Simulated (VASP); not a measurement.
# CdSn23O48 (Cmmm) in VASP: electric field gradients with PBE

Aim: the electric field gradients of CdSn23O48 with PBE.

All numbers are computed with VASP 6.6.1; they aren't measurements. Logs are shortened: lines on timing, memory, paths and dates and some standing lists are left out, and cuts for length are marked.

**1. Starting point**

It takes space group Cmmm (No. 65, orthorhombic). Conventional cell: a = 13.399 Å, b = 13.399 Å, c = 9.559 Å, α = 90.00°, β = 90.00°, γ = 90.00°. Cd (site symmetry mmm) has 6 O at 2.15 to 2.21 Å as nearest neighbours. Sn (site symmetry mm2) has 6 O at 1.99 to 2.07 Å as nearest neighbours. Sn (site symmetry 2/m) has 6 O at 2.04 to 2.06 Å as nearest neighbours. Around Sn (site symmetry 2) lie 6 O at 2.04 to 2.06 Å. Sn (site symmetry mmm) is surrounded by 6 O at 2.00 to 2.07 Å. Around Sn (site symmetry mm2) lie 6 O at 2.04 to 2.06 Å. Around Sn (site symmetry m) lie 6 O at 1.99 to 2.08 Å. Sn (site symmetry m2m) has 6 O at 2.04 to 2.06 Å as nearest neighbours.

The cell comes from a database or a generator and needn't be the stable form of this composition.

**2. Electric field gradients, PBE**

Contents of INCAR:

```
SYSTEM = CdSn23O48
PREC     = Accurate       ! precision mode
ENCUT    = 520            ! plane-wave cutoff, eV
EDIFF    = 1E-8           ! SCF threshold, eV
ISMEAR   = -1             ! smearing method
SIGMA    = 0.05           ! smearing width, eV
LREAL    = .False.        ! projectors in reciprocal space
LASPH    = .True.         ! aspherical terms in the spheres
NELM     = 80             ! most SCF steps
ALGO     = Fast           ! electronic algorithm
ISIF     = 2              ! what is computed and relaxed
LWAVE    = .False.        ! write WAVECAR
LCHARG   = .False.        ! write CHGCAR
GGA      = PE             ! functional
LEFG     = .True.       
NELECT   = 624.0
```

Contents of KPOINTS:

```
regular mesh
0
Gamma
  2 2 2
  0 0 0
```

Contents of POSCAR:

```
CdSn23O48                               
1.0
    9.4748000000      0.0000000000      0.0000000000
    0.0000000000      9.4748000000      0.0000000000
    0.0000000000      0.0000000000      9.5592000000
  Cd              Sn              O             
     1    23    48
Direct
     0.0000000000000000    0.0000000000000000    0.0000000000000000
     0.0000000000000000    0.0000000000000000    0.3321373048383755
     0.0000000000000000    0.0000000000000000    0.6678626951616246
     0.0000000000000000    0.5000000000000000    0.0000000000000000
     0.0000000000000000    0.5000000000000000    0.3336964011141289
     0.0000000000000000    0.5000000000000000    0.6663035988858709
     0.5000000000000000    0.0000000000000000    0.0000000000000000
     0.5000000000000000    0.0000000000000000    0.3336964011141289
     0.5000000000000000    0.0000000000000000    0.6663035988858709
     0.5000000000000000    0.5000000000000000    0.0000000000000000
     0.5000000000000000    0.5000000000000000    0.3332979368363377
     0.5000000000000000    0.5000000000000000    0.6667020631636619
     0.2499566373440758    0.2499566373440758    0.1657712406903723
     0.2498684940244857    0.2498684940244857    0.5000000000000000
     0.2499566373440758    0.2499566373440758    0.8342287593096273
     0.2494082940904855    0.7505917059095146    0.1678845483284018
     0.2496802747252979    0.7503197252747023    0.5000000000000000
     0.2494082940904855    0.7505917059095146    0.8321154516715981
     0.7505917059095146    0.2494082940904855    0.1678845483284018
     0.7503197252747023    0.2496802747252979    0.5000000000000000
     0.7505917059095146    0.2494082940904855    0.8321154516715981
     0.7500433626559241    0.7500433626559241    0.1657712406903723
     0.7501315059755141    0.7501315059755141    0.5000000000000000
     0.7500433626559241    0.7500433626559241    0.8342287593096273
     0.1603726176596941    0.1603726176596941    0.0000000000000000
     0.1541014856844800    0.1541014856844800    0.3341664238320525
     0.1541014856844800    0.1541014856844800    0.6658335761679475
     0.1543867522607722    0.6507124281730458    0.0000000000000000
     0.1581042622185783    0.6454749221613674    0.3356299352358329
     0.1581042622185783    0.6454749221613674    0.6643700647641670
     0.6507124281730458    0.1543867522607722    0.0000000000000000
     0.6454749221613674    0.1581042622185783    0.3356299352358329
     0.6454749221613674    0.1581042622185783    0.6643700647641670
     0.6494533193765454    0.6494533193765454    0.0000000000000000
     0.6524699532424151    0.6524699532424151    0.3333078161287549
     0.6524699532424151    0.6524699532424151    0.6666921838712452
     0.0972525466060962    0.4035993318620529    0.1674504607694600
     0.0944203781099797    0.3994769996573685    0.5000000000000000
     0.0972525466060962    0.4035993318620529    0.8325495392305396
     0.1027762872774991    0.8972237127225011    0.1814577464523577
     0.0975164506315985    0.9024835493684015    0.5000000000000000
     0.1027762872774991    0.8972237127225011    0.8185422535476422
     0.5976201008590944    0.4023798991409052    0.1674054894430259
     0.5966970834579571    0.4033029165420428    0.5000000000000000
     0.5976201008590944    0.4023798991409052    0.8325945105569745
     0.5964006681379469    0.9027474533939037    0.1674504607694600
     0.6005230003426314    0.9055796218900203    0.5000000000000000
     0.5964006681379469    0.9027474533939037    0.8325495392305396
     0.3505466806234548    0.3505466806234548    0.0000000000000000
     0.3475300467575848    0.3475300467575848    0.3333078161287549
     0.3475300467575848    0.3475300467575848    0.6666921838712452
     0.3492875718269544    0.8456132477392280    0.0000000000000000
     0.3545250778386324    0.8418957377814219    0.3356299352358329
     0.3545250778386324    0.8418957377814219    0.6643700647641670
     0.8456132477392280    0.3492875718269544    0.0000000000000000
     0.8418957377814219    0.3545250778386324    0.3356299352358329
     0.8418957377814219    0.3545250778386324    0.6643700647641670
     0.8396273823403057    0.8396273823403057    0.0000000000000000
     0.8458985143155201    0.8458985143155201    0.3341664238320525
     0.8458985143155201    0.8458985143155201    0.6658335761679475
     0.4035993318620529    0.0972525466060962    0.1674504607694600
     0.3994769996573685    0.0944203781099797    0.5000000000000000
     0.4035993318620529    0.0972525466060962    0.8325495392305396
     0.4023798991409052    0.5976201008590944    0.1674054894430259
     0.4033029165420428    0.5966970834579571    0.5000000000000000
     0.4023798991409052    0.5976201008590944    0.8325945105569745
     0.8972237127225011    0.1027762872774991    0.1814577464523577
     0.9024835493684015    0.0975164506315985    0.5000000000000000
     0.8972237127225011    0.1027762872774991    0.8185422535476422
     0.9027474533939037    0.5964006681379469    0.1674504607694600
     0.9055796218900203    0.6005230003426314    0.5000000000000000
     0.9027474533939037    0.5964006681379469    0.8325495392305396
```

Potentials or basis: VASP PAW PBE potentials, release 64 (Cd, Sn_d, O).

Command:

```bash
$ cat potpaw_PBE.64/Cd/POTCAR potpaw_PBE.64/Sn_d/POTCAR potpaw_PBE.64/O/POTCAR > POTCAR
$ mpirun -np 8 vasp_std > vasp.out
```

OUTCAR:

```text
SYSTEM = CdSn23O48
   PREC = Accurate
   ENCUT = 520
   EDIFF = 1E-8
   ISMEAR = -1
   LREAL = .False.
   LASPH = .True.
   NELM = 80
   ISIF = 2
   GGA = PE
   NELECT = 624.0

 ion  position               nearest neighbor table
   1  0.000  0.000  0.000-  25 2.15  58 2.15  42 2.21  40 2.21  67 2.21  69 2.21   2 3.17   3 3.17
                            22 3.71  24 3.71  13 3.71  15 3.71  16 3.71  18 3.71  19 3.71  21 3.71
   2  0.000  0.000  0.332-  40 1.99  67 1.99  59 2.06  26 2.06  41 2.07  68 2.07   1 3.17   3 3.21
                            16 3.69  19 3.69  13 3.71  22 3.71  20 3.71  17 3.71  14 3.71  23 3.71
   3  0.000  0.000  0.668-  42 1.99  69 1.99  60 2.06  27 2.06  68 2.07  41 2.07   1 3.17   2 3.21
                            18 3.69  21 3.69  15 3.71  24 3.71  17 3.71  20 3.71  23 3.71  14 3.71
   4  0.000  0.500  0.000-  28 2.04  55 2.04  39 2.06  37 2.06  70 2.06  72 2.06   5 3.19   6 3.19
                            22 3.71  24 3.71  13 3.71  15 3.71  16 3.71  18 3.71  19 3.71  21 3.71
   5  0.000  0.500  0.334-  29 2.04  56 2.04  37 2.05  70 2.05  38 2.06  71 2.06   6 3.18   4 3.19
                            16 3.71  19 3.71  14 3.71  23 3.71  20 3.71  17 3.71  22 3.71  13 3.71
   6  0.000  0.500  0.666-  30 2.04  57 2.04  39 2.05  72 2.05  71 2.06  38 2.06   5 3.18   4 3.19
                            18 3.71  21 3.71  14 3.71  23 3.71  17 3.71  20 3.71  15 3.71  24 3.71
   7  0.500  0.000  0.000-  31 2.04  52 2.04  48 2.06  46 2.06  61 2.06  63 2.06   8 3.19   9 3.19
                            22 3.71  24 3.71  13 3.71  15 3.71  16 3.71  18 3.71  19 3.71  21 3.71
   8  0.500  0.000  0.334-  32 2.04  53 2.04  46 2.05  61 2.05  47 2.06  62 2.06   9 3.18   7 3.19
                            16 3.71  19 3.71  14 3.71  23 3.71  20 3.71  17 3.71  22 3.71  13 3.71
   9  0.500  0.000  0.666-  33 2.04  54 2.04  48 2.05  63 2.05  62 2.06  47 2.06   8 3.18   7 3.19
[... 77 lines left out ...]
  71  0.906  0.601  0.500-  23 2.04   6 2.06   5 2.06
  72  0.903  0.596  0.833-   6 2.05  24 2.05   4 2.06

  LATTYP: Found a simple tetragonal cell.
 ALAT       =     9.4748000000
 C/A-ratio  =     1.0089078397

  Lattice vectors:

 A1 = (   9.4748000000,   0.0000000000,   0.0000000000)
 A2 = (   0.0000000000,   9.4748000000,   0.0000000000)
 A3 = (   0.0000000000,   0.0000000000,   9.5592000000)

Analysis of symmetry for initial positions (statically):
=====================================================================
 Subroutine PRICEL returns:
 Original cell was already a primitive cell.

 Routine SETGRP: Setting up the symmetry group for a
 simple tetragonal supercell.

 Subroutine GETGRP returns: Found  8 space group operations
 (whereof  8 operations were pure point group operations)
 out of a pool of 16 trial point group operations.
[... 2261 lines left out ...]
  Total       91.9925671     91.9925671    105.1161589      2.5591018      0.0000000      0.0000000
  in kB      171.7519473    171.7519473    196.2539535      4.7778938      0.0000000      0.0000000
  external PRESSURE =     179.9192827 kB  Pullay stress =       0.0000000 kB

 VOLUME and BASIS-vectors are now :
 -----------------------------------------------------------------------------
  energy-cutoff  :      520.00
  volume of cell :      858.15
      direct lattice vectors                 reciprocal lattice vectors
     9.474800000  0.000000000  0.000000000     0.105543125  0.000000000  0.000000000
     0.000000000  9.474800000  0.000000000     0.000000000  0.105543125  0.000000000
     0.000000000  0.000000000  9.559200000     0.000000000  0.000000000  0.104611265

 POSITION                                       TOTAL-FORCE (eV/Angst)
 -----------------------------------------------------------------------------------
      0.00000      0.00000      0.00000        -0.000000      0.000000      0.000000
      0.00000      0.00000      3.17497        -0.000000      0.000000     -0.007916
      0.00000      0.00000      6.38423        -0.000000      0.000000      0.007916
      0.00000      4.73740      0.00000        -0.000000      0.000000      0.000000
      0.00000      4.73740      3.18987        -0.000000      0.000000     -0.003180
      0.00000      4.73740      6.36933        -0.000000      0.000000      0.003180
[... 64 lines left out ...]
      8.58019      5.68984      4.77960        -0.003864     -0.001082      0.000000
      8.55335      5.65078      7.95851         0.000914      0.002275     -0.000080
 -----------------------------------------------------------------------------------
    total drift:                                0.000000      0.000000     -0.000000

  FREE ENERGIE OF THE ION-ELECTRON SYSTEM (eV)
  ---------------------------------------------------
  free  energy   TOTEN  =      -424.8767263115 eV

  energy  without entropy=     -424.8766743834  energy(sigma->0) =     -424.87670035

 Electric field gradients (V/A^2)
---------------------------------------------------------------------
 ion       V_xx      V_yy      V_zz      V_xy      V_xz      V_yz
---------------------------------------------------------------------
   1      12.182    12.182   -24.364   -53.116     0.000     0.000
   2      18.220    18.220   -36.441    34.069     0.000    -0.000
   3      18.220    18.220   -36.441    34.069    -0.000    -0.000
   4      19.447    28.344   -47.791   -39.697    -0.000    -0.000
   5      13.071    31.004   -44.075   -38.875     0.000     0.000
   6      13.071    31.004   -44.075   -38.875     0.000     0.000
[... 64 lines left out ...]
  71     -19.774   -25.350    45.124   -82.198    -0.000    -0.000
  72     -20.890   -27.686    48.576   -79.964    -0.511    -1.883
---------------------------------------------------------------------

 Electric field gradients after diagonalization (V/A^2)
 (convention: |V_zz| > |V_xx| > |V_yy|)
----------------------------------------------------------------------
 ion       V_xx      V_yy      V_zz     asymmetry (V_yy - V_xx)/ V_zz
----------------------------------------------------------------------
   1     -40.934   -24.364    65.298       0.254
   2     -36.441   -15.848    52.289       0.394
   3     -36.441   -15.848    52.289       0.394
   4     -47.791   -16.050    63.841       0.497
   5     -44.075   -17.859    61.934       0.423
   6     -44.075   -17.859    61.934       0.423
[... 64 lines left out ...]
  71      59.683    45.124  -104.807       0.139
  72      55.868    48.476  -104.344       0.071
----------------------------------------------------------------------

           NMR quadrupolar parameters

 Cq : quadrupolar parameter    Cq=e*Q*V_zz/h
 eta: asymmetry parameters     (V_yy - V_xx)/ V_zz
 Q  : nuclear electric quadrupole moment in mb (millibarn)
----------------------------------------------------------------------
 ion       Cq(MHz)       eta       Q (mb)
----------------------------------------------------------------------
   1       0.158       0.254       1.000
   2       0.126       0.394       1.000
   3       0.126       0.394       1.000
   4       0.154       0.497       1.000
   5       0.150       0.423       1.000
   6       0.150       0.423       1.000
[... 64 lines left out ...]
  71      -0.253       0.139       1.000
  72      -0.252       0.071       1.000
----------------------------------------------------------------------
```

It took 12 min on 8 MPI ranks of AMD EPYC 9R45 (Zen 5), shared host; peak memory 0.44 GiB.

What came out:

```
Free energy            : -424.8767 eV
Largest force          : 0.010 eV/Å
Band gap on the k mesh : 0.95 eV, direct
```

Forces in eV/Å, atoms in the order of the input:
```
Cd   0.000  0.000  0.000
Sn   0.000  0.000 -0.008
Sn   0.000  0.000  0.008
Sn   0.000  0.000  0.000
Sn   0.000  0.000 -0.003
Sn   0.000  0.000  0.003
Sn   0.000  0.000  0.000
Sn   0.000  0.000 -0.003
Sn   0.000  0.000  0.003
Sn   0.000  0.000  0.000
Sn   0.000  0.000 -0.002
Sn   0.000  0.000  0.002
Sn  -0.001 -0.001 -0.004
Sn  -0.001 -0.001  0.000
Sn  -0.001 -0.001  0.004
Sn  -0.001  0.001 -0.002
Sn  -0.001  0.001  0.000
Sn  -0.001  0.001  0.002
Sn   0.001 -0.001 -0.002
Sn   0.001 -0.001  0.000
Sn   0.001 -0.001  0.002
Sn   0.001  0.001 -0.004
Sn   0.001  0.001  0.000
Sn   0.001  0.001  0.004
O   -0.002 -0.002  0.000
O   -0.001 -0.001 -0.002
O   -0.001 -0.001  0.002
O    0.007 -0.006  0.000
O    0.002 -0.001  0.000
O    0.002 -0.001  0.000
O   -0.006  0.007  0.000
O   -0.001  0.002  0.000
O   -0.001  0.002  0.000
O    0.001  0.001  0.000
O   -0.001 -0.001  0.003
O   -0.001 -0.001 -0.003
O   -0.001 -0.002  0.000
O    0.004  0.001  0.000
O   -0.001 -0.002  0.000
O    0.001 -0.001  0.001
O   -0.002  0.002  0.000
O    0.001 -0.001 -0.001
O   -0.001  0.001  0.000
O   -0.003  0.003  0.000
O   -0.001  0.001  0.000
O    0.002  0.001  0.000
O   -0.001 -0.004  0.000
O    0.002  0.001  0.000
O   -0.001 -0.001  0.000
O    0.001  0.001  0.003
O    0.001  0.001 -0.003
O    0.006 -0.007  0.000
O    0.001 -0.002  0.000
O    0.001 -0.002  0.000
O   -0.007  0.006  0.000
O   -0.002  0.001  0.000
O   -0.002  0.001  0.000
O    0.002  0.002  0.000
O    0.001  0.001 -0.002
O    0.001  0.001  0.002
O   -0.002 -0.001  0.000
O    0.001  0.004  0.000
O   -0.002 -0.001  0.000
O    0.001 -0.001  0.000
O    0.003 -0.003  0.000
O    0.001 -0.001  0.000
O   -0.001  0.001  0.001
O    0.002 -0.002  0.000
O   -0.001  0.001 -0.001
O    0.001  0.002  0.000
O   -0.004 -0.001  0.000
O    0.001  0.002  0.000
```

Levels at points of the mesh, in eV from the valence-band top:
| k point | band 308 | band 309 | band 310 | band 311 | band 312 | band 313 | band 314 | band 315 | band 316 | band 317 |
| --- | --- | --- | --- | --- | --- | --- | --- | --- | --- | --- |
| (0.00, 0.00, 0.00) | -0.72 | -0.71 | -0.32 | -0.06 | 0.00 | 0.95 | 3.97 | 4.02 | 4.11 | 4.21 |
| (0.50, 0.00, 0.00) | -0.69 | -0.65 | -0.50 | -0.11 | -0.01 | 2.14 | 2.29 | 4.22 | 4.28 | 4.28 |
| (0.50, 0.50, 0.00) | -0.70 | -0.66 | -0.56 | -0.07 | 0.00 | 2.92 | 2.92 | 2.96 | 3.24 | 4.60 |
| (0.00, 0.00, 0.50) | -0.73 | -0.55 | -0.48 | -0.17 | -0.04 | 2.34 | 2.45 | 4.43 | 4.49 | 4.55 |
| (0.50, 0.00, 0.50) | -0.66 | -0.60 | -0.51 | -0.16 | -0.07 | 3.04 | 3.09 | 3.11 | 3.27 | 4.59 |
| (0.50, 0.50, 0.50) | -0.64 | -0.61 | -0.49 | -0.12 | -0.04 | 3.54 | 3.55 | 3.58 | 3.58 | 3.60 |

Electric field gradients, principal values (V/Å²):
| atom | Vxx | Vyy | Vzz |
| --- | --- | --- | --- |
| 1 Cd | -24.364 | -40.934 | 65.298 |
| 2 Sn | -15.848 | -36.441 | 52.289 |
| 3 Sn | -15.848 | -36.441 | 52.289 |
| 4 Sn | -16.050 | -47.791 | 63.841 |
| 5 Sn | -17.859 | -44.075 | 61.934 |
| 6 Sn | -17.859 | -44.075 | 61.934 |
| 7 Sn | -16.050 | -47.791 | 63.841 |
| 8 Sn | -17.859 | -44.075 | 61.934 |
| 9 Sn | -17.859 | -44.075 | 61.934 |
| 10 Sn | -13.574 | -76.367 | 89.940 |
| 11 Sn | -6.502 | -50.185 | 56.688 |
| 12 Sn | -6.502 | -50.185 | 56.688 |
| 13 Sn | 18.191 | 72.240 | -90.431 |
| 14 Sn | 2.032 | 53.925 | -55.957 |
| 15 Sn | 18.191 | 72.240 | -90.431 |
| 16 Sn | -8.111 | -79.953 | 88.065 |
| 17 Sn | -1.042 | -44.407 | 45.449 |
| 18 Sn | -8.111 | -79.953 | 88.065 |
| 19 Sn | -8.111 | -79.953 | 88.065 |
| 20 Sn | -1.042 | -44.407 | 45.449 |
| 21 Sn | -8.111 | -79.953 | 88.065 |
| 22 Sn | 18.191 | 72.240 | -90.431 |
| 23 Sn | 2.032 | 53.925 | -55.957 |
| 24 Sn | 18.191 | 72.240 | -90.431 |
| 25 O | 18.515 | 77.693 | -96.208 |
| 26 O | 49.750 | 53.407 | -103.157 |
| 27 O | 49.750 | 53.407 | -103.157 |
| 28 O | 43.891 | 62.425 | -106.316 |
| 29 O | 40.741 | 64.770 | -105.511 |
| 30 O | 40.741 | 64.770 | -105.511 |
| 31 O | 43.891 | 62.425 | -106.316 |
| 32 O | 40.741 | 64.770 | -105.511 |
| 33 O | 40.741 | 64.770 | -105.511 |
| 34 O | 44.203 | 55.946 | -100.150 |
| 35 O | 47.859 | 57.624 | -105.483 |
| 36 O | 47.859 | 57.624 | -105.483 |
| 37 O | 48.476 | 55.868 | -104.344 |
| 38 O | 45.124 | 59.683 | -104.807 |
| 39 O | 48.476 | 55.868 | -104.344 |
| 40 O | -8.623 | -90.359 | 98.982 |
| 41 O | 30.909 | 69.221 | -100.131 |
| 42 O | -8.623 | -90.359 | 98.982 |
| 43 O | 42.740 | 62.418 | -105.158 |
| 44 O | 48.597 | 54.722 | -103.319 |
| 45 O | 42.740 | 62.418 | -105.158 |
| 46 O | 48.476 | 55.868 | -104.344 |
| 47 O | 45.124 | 59.683 | -104.807 |
| 48 O | 48.476 | 55.868 | -104.344 |
| 49 O | 44.203 | 55.946 | -100.150 |
| 50 O | 47.859 | 57.624 | -105.483 |
| 51 O | 47.859 | 57.624 | -105.483 |
| 52 O | 43.891 | 62.425 | -106.316 |
| 53 O | 40.741 | 64.770 | -105.511 |
| 54 O | 40.741 | 64.770 | -105.511 |
| 55 O | 43.891 | 62.425 | -106.316 |
| 56 O | 40.741 | 64.770 | -105.511 |
| 57 O | 40.741 | 64.770 | -105.511 |
| 58 O | 18.515 | 77.693 | -96.208 |
| 59 O | 49.750 | 53.407 | -103.157 |
| 60 O | 49.750 | 53.407 | -103.157 |
| 61 O | 48.476 | 55.868 | -104.344 |
| 62 O | 45.124 | 59.683 | -104.807 |
| 63 O | 48.476 | 55.868 | -104.344 |
| 64 O | 42.740 | 62.418 | -105.158 |
| 65 O | 48.597 | 54.722 | -103.319 |
| 66 O | 42.740 | 62.418 | -105.158 |
| 67 O | -8.623 | -90.359 | 98.982 |
| 68 O | 30.909 | 69.221 | -100.131 |
| 69 O | -8.623 | -90.359 | 98.982 |
| 70 O | 48.476 | 55.868 | -104.344 |
| 71 O | 45.124 | 59.683 | -104.807 |
| 72 O | 48.476 | 55.868 | -104.344 |

Caveat: the cell is charged against a uniform background, so pressure and absolute levels hang on convention; spin-orbit coupling is left out, which moves the levels of the heavy elements.
